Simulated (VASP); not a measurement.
Calculation: LDA (Ceperley-Alder, Perdew-Zunger), VASP's LDA PAW potentials (set 64) (plane waves; VASP 6.6.1).

Input for VASP

### KPOINTS
```
Regular mesh
0
Gamma
 6 6 5
```

**INCAR**
```
SYSTEM = TaSn
PREC = Accurate
ENCUT = 300
EDIFF = 1E-6
NELM = 100
ALGO = Normal
LREAL = .FALSE.
LASPH = .TRUE.
ISMEAR = -1
SIGMA = 0.1
LMAXMIX = 6
LWAVE = .FALSE.
LCHARG = .FALSE.
ISIF = 2
```

File POSCAR:
```
TaSn
1.0
  3.0068420000   0.0000000000   0.0000000000
  0.0000000000   3.0068420000   0.0000000000
  0.0000000000   0.0000000000   3.9411100000
Sn Ta
1 1
Direct
  0.5005790000   0.5032240000   0.4941970000
 -0.0005790000  -0.0032240000   0.0058030000
```

POTCAR, in this order: Sn_d Ta_pv (LDA.64 set). Program: vasp_std.

The resulting files:

### OSZICAR
```
       N       E                     dE             d eps       ncg     rms          rms(c)
DAV:   1     0.134888971186E+03    0.13489E+03   -0.10518E+04  3000   0.161E+03
DAV:   2    -0.109137764111E+02   -0.14580E+03   -0.14461E+03  3360   0.363E+02
DAV:   3    -0.171892055286E+02   -0.62754E+01   -0.62016E+01  3824   0.767E+01
DAV:   4    -0.172726597714E+02   -0.83454E-01   -0.83393E-01  3368   0.973E+00
DAV:   5    -0.172747854736E+02   -0.21257E-02   -0.21257E-02  3952   0.143E+00    0.144E+01
DAV:   6    -0.167709394114E+02    0.50385E+00   -0.13629E+00  3616   0.771E+00    0.662E+00
DAV:   7    -0.166753526267E+02    0.95587E-01   -0.20571E-01  3808   0.521E+00    0.166E+00
DAV:   8    -0.166673009275E+02    0.80517E-02   -0.11986E-02  4272   0.100E+00    0.203E-01
DAV:   9    -0.166664851357E+02    0.81579E-03   -0.18872E-03  3784   0.590E-01    0.423E-02
DAV:  10    -0.166664620014E+02    0.23134E-04   -0.10021E-04  3704   0.847E-02    0.212E-02
DAV:  11    -0.166664600685E+02    0.19328E-05   -0.15481E-05  3360   0.265E-02    0.256E-03
DAV:  12    -0.166664599543E+02    0.11429E-06   -0.65771E-07  1624   0.712E-03
   1 F= -.16666460E+02 E0= -.16640385E+02  d E =-.521490E-01
```

**OUTCAR**
```
------------------------ aborting loop because EDIFF is reached ----------------------------------------
  FORCE on cell =-STRESS in cart. coord.  units (eV):
  Direction    XX          YY          ZZ          XY          YZ          ZX
  --------------------------------------------------------------------------------------
  Total        2.6186681      2.6123222      2.0325478      0.0015217     -0.0321636     -0.0057648
  in kB      117.7473859    117.4620446     91.3927137      0.0684205     -1.4462247     -0.2592104
  external PRESSURE =     108.8673814 kB  Pullay stress =       0.0000000 kB
  volume of cell :       35.63
      direct lattice vectors                 reciprocal lattice vectors
     3.006842000  0.000000000  0.000000000     0.332574841  0.000000000  0.000000000
     0.000000000  3.006842000  0.000000000     0.000000000  0.332574841  0.000000000
     0.000000000  0.000000000  3.941110000     0.000000000  0.000000000  0.253735623
 POSITION                                       TOTAL-FORCE (eV/Angst)
 -----------------------------------------------------------------------------------
      1.50516      1.51312      1.94768        -0.016936     -0.094078      0.567168
      3.00510      2.99715      0.02287         0.016936      0.094078     -0.567168
 -----------------------------------------------------------------------------------
    total drift:                                0.000008     -0.000092      0.000126
  FREE ENERGIE OF THE ION-ELECTRON SYSTEM (eV)
  ---------------------------------------------------
  free  energy   TOTEN  =       -16.6664599543 eV

  energy  without entropy=      -16.6143109056  energy(sigma->0) =      -16.64038543
```
(Selected blocks of OUTCAR.)

At this cut-off the stress carries a Pulay error, which pulls relaxed volumes low.

The structure was generated: TaSn was put into an ordered model structure, which need not be its known phase. The cell was not relaxed at this level, atoms are displaced from their ideal sites. The k-mesh is coarse (spacing up to 0.35 per Å, 2π included), so the numbers may not be converged in it. The run is one of a series of settings (GGA removed, POTCAR Sn_d Ta_pv (LDA.64 set) against the base run), some of them coarse on purpose. The electron count is odd and the run is not spin-polarised, which forces a metal.
